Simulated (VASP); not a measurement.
A convergence study with VASP on AgI (zinc blende): a few settings are varied, all else stays as given below, so the limit is that of these other settings.

```
AgI
1.0
    0.00000     3.25000     3.25000
    3.25000     0.00000     3.25000
    3.25000     3.25000     0.00000
Ag I
1 1
Direct
  0.00000   0.00000   0.00000
  0.25000   0.25000   0.25000
```

Method: PBE GGA, VASP's PBE PAW potentials (set 64) (plane waves; VASP). The last row used: 550 eV cut-off, 14×14×14 Γ-centred mesh, second-order Methfessel-Paxton smearing of 0.40 eV, potentials Ag I.

Unless said otherwise, spin-orbit coupling is left out, though it shifts the bands of the heavy elements here. Gaps are read on the run's mesh, which can miss a band edge.

```json
[
 {"setting": "ISMEAR = -1, SIGMA = 0.01, 4×4×4 mesh", "E (eV/atom)": "-2.3762", "pressure (GPa)": "1.85", "gap on the mesh (eV)": "1.338", "irreducible k-points": "8"},
 {"setting": "ISMEAR = -1, SIGMA = 0.2, 4×4×4 mesh", "E (eV/atom)": "-2.3754", "pressure (GPa)": "1.85", "gap on the mesh (eV)": "1.339", "irreducible k-points": "8"},
 {"setting": "ISMEAR = 0, SIGMA = 0.01, 4×4×4 mesh", "E (eV/atom)": "-2.3762", "pressure (GPa)": "1.85", "gap on the mesh (eV)": "1.338", "irreducible k-points": "8"},
 {"setting": "ISMEAR = 0, SIGMA = 0.2, 4×4×4 mesh", "E (eV/atom)": "-2.3762", "pressure (GPa)": "1.85", "gap on the mesh (eV)": "1.338", "irreducible k-points": "8"},
 {"setting": "ISMEAR = 1, SIGMA = 0.01, 4×4×4 mesh", "E (eV/atom)": "-2.3762", "pressure (GPa)": "1.85", "gap on the mesh (eV)": "1.338", "irreducible k-points": "8"},
 {"setting": "ISMEAR = 1, SIGMA = 0.2, 4×4×4 mesh", "E (eV/atom)": "-2.3760", "pressure (GPa)": "1.84", "gap on the mesh (eV)": "1.338", "irreducible k-points": "8"},
 {"setting": "ISMEAR = 2, SIGMA = 0.01, 4×4×4 mesh", "E (eV/atom)": "-2.3762", "pressure (GPa)": "1.85", "gap on the mesh (eV)": "1.338", "irreducible k-points": "8"},
 {"setting": "ISMEAR = 2, SIGMA = 0.2, 4×4×4 mesh", "E (eV/atom)": "-2.3760", "pressure (GPa)": "1.85", "gap on the mesh (eV)": "1.338", "irreducible k-points": "8"},
 {"setting": "ISMEAR = -1, SIGMA = 0.05, 8×8×8 mesh", "E (eV/atom)": "-2.3856", "pressure (GPa)": "1.70", "gap on the mesh (eV)": "1.342", "irreducible k-points": "29"},
 {"setting": "ISMEAR = -1, SIGMA = 0.2, 8×8×8 mesh", "E (eV/atom)": "-2.3852", "pressure (GPa)": "1.70", "gap on the mesh (eV)": "1.343", "irreducible k-points": "29"},
 {"setting": "ISMEAR = 0, SIGMA = 0.05, 8×8×8 mesh", "E (eV/atom)": "-2.3856", "pressure (GPa)": "1.70", "gap on the mesh (eV)": "1.342", "irreducible k-points": "29"},
 {"setting": "ISMEAR = 0, SIGMA = 0.2, 8×8×8 mesh", "E (eV/atom)": "-2.3856", "pressure (GPa)": "1.70", "gap on the mesh (eV)": "1.342", "irreducible k-points": "29"},
 {"setting": "ISMEAR = 1, SIGMA = 0.05, 8×8×8 mesh", "E (eV/atom)": "-2.3856", "pressure (GPa)": "1.70", "gap on the mesh (eV)": "1.342", "irreducible k-points": "29"},
 {"setting": "ISMEAR = 1, SIGMA = 0.2, 8×8×8 mesh", "E (eV/atom)": "-2.3855", "pressure (GPa)": "1.70", "gap on the mesh (eV)": "1.342", "irreducible k-points": "29"},
 {"setting": "ISMEAR = 2, SIGMA = 0.05, 8×8×8 mesh", "E (eV/atom)": "-2.3856", "pressure (GPa)": "1.70", "gap on the mesh (eV)": "1.342", "irreducible k-points": "29"},
 {"setting": "ISMEAR = 2, SIGMA = 0.2, 8×8×8 mesh", "E (eV/atom)": "-2.3856", "pressure (GPa)": "1.70", "gap on the mesh (eV)": "1.342", "irreducible k-points": "29"},
 {"setting": "ISMEAR = -1, SIGMA = 0.05, 14×14×14 mesh", "E (eV/atom)": "-2.3857", "pressure (GPa)": "1.70", "gap on the mesh (eV)": "1.342", "irreducible k-points": "104"},
 {"setting": "ISMEAR = -1, SIGMA = 0.4, 14×14×14 mesh", "E (eV/atom)": "?", "pressure (GPa)": "?", "gap on the mesh (eV)": "?", "irreducible k-points": "104"},
 {"setting": "ISMEAR = 0, SIGMA = 0.05, 14×14×14 mesh", "E (eV/atom)": "-2.3857", "pressure (GPa)": "1.70", "gap on the mesh (eV)": "1.342", "irreducible k-points": "104"},
 {"setting": "ISMEAR = 0, SIGMA = 0.4, 14×14×14 mesh", "E (eV/atom)": "-2.3857", "pressure (GPa)": "1.70", "gap on the mesh (eV)": "1.342", "irreducible k-points": "104"},
 {"setting": "ISMEAR = 1, SIGMA = 0.05, 14×14×14 mesh", "E (eV/atom)": "-2.3857", "pressure (GPa)": "1.70", "gap on the mesh (eV)": "1.342", "irreducible k-points": "104"},
 {"setting": "ISMEAR = 1, SIGMA = 0.4, 14×14×14 mesh", "E (eV/atom)": "-2.3857", "pressure (GPa)": "1.66", "gap on the mesh (eV)": "1.343", "irreducible k-points": "104"},
 {"setting": "ISMEAR = 2, SIGMA = 0.05, 14×14×14 mesh", "E (eV/atom)": "-2.3857", "pressure (GPa)": "1.70", "gap on the mesh (eV)": "1.342", "irreducible k-points": "104"},
 {"setting": "ISMEAR = 2, SIGMA = 0.4, 14×14×14 mesh", "E (eV/atom)": "-2.3855", "pressure (GPa)": "1.69", "gap on the mesh (eV)": "1.343", "irreducible k-points": "104"}
]
```

Some entries are withheld; supply them.

- ISMEAR = -1, SIGMA = 0.4, 14×14×14 mesh, E (eV/atom): -2.3742
- ISMEAR = -1, SIGMA = 0.4, 14×14×14 mesh, pressure (GPa): 1.78
- ISMEAR = -1, SIGMA = 0.4, 14×14×14 mesh, gap on the mesh (eV): 1.347

Left out are rungs that failed or repeat a setting and relaxations that didn't move; long series are thinned to 24 rows.

The compound is AgI in the zinc blende structure, whereas wurtzite is the usual form. The cell was not relaxed at this level.
